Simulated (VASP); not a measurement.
These are PBE GGA, VASP's PBE PAW potentials (set 64) (plane waves; VASP) values and carry that method's errors.

Input for VASP

### POSCAR
```
NaI
1
    0.0000000000     3.2363580000     3.2363580000
    3.2363580000     0.0000000000     3.2363580000
    3.2363580000     3.2363580000     0.0000000000
Na I
1 1
Direct
  0.0000000000   0.0000000000   0.0000000000
  0.5000000000   0.5000000000   0.5000000000
```

### INCAR
```
EDIFF = 1E-6   ! SCF stop (eV)
LASPH = .TRUE.   ! aspherical one-centre terms
PREC = Accurate
LCHARG = .FALSE.
LREAL = .FALSE.   ! projection in real space or not
GGA = PE
SIGMA = 0.02   ! width (eV)
LMAXMIX = 4   ! l cut-off of mixed one-centre charges
ENCUT = 300
SYSTEM = NaI
ALGO = Normal
NELM = 100   ! most electronic steps
LWAVE = .FALSE.
ISMEAR = 0   ! Gaussian
ISIF = 2   ! forces and stress, cell fixed
```

File KPOINTS:
```
Automatic mesh
0
Gamma
22 22 22
0 0 0
```

POTCAR, in this order: Na_pv I (PBE.64 set). Program: vasp_std.

What will the output report for the number of irreducible k-points (NKPTS), largest plane-wave count, number of space-group operations, FFT grid (NGX, NGY, NGZ)?

The number of irreducible k-points (NKPTS) is 328. The largest plane-wave count is 824, the number of space-group operations is 48 and the FFT grid (NGX, NGY, NGZ) comes out as 28 × 28 × 28.

The structure comes from a computed database's NaI entry; how it stands against other phases isn't given here. The cell was not relaxed at this level. The run is one of a series of settings (KPOINTS 22×22×22 Γ-centred mesh against the base run), some of them coarse on purpose.
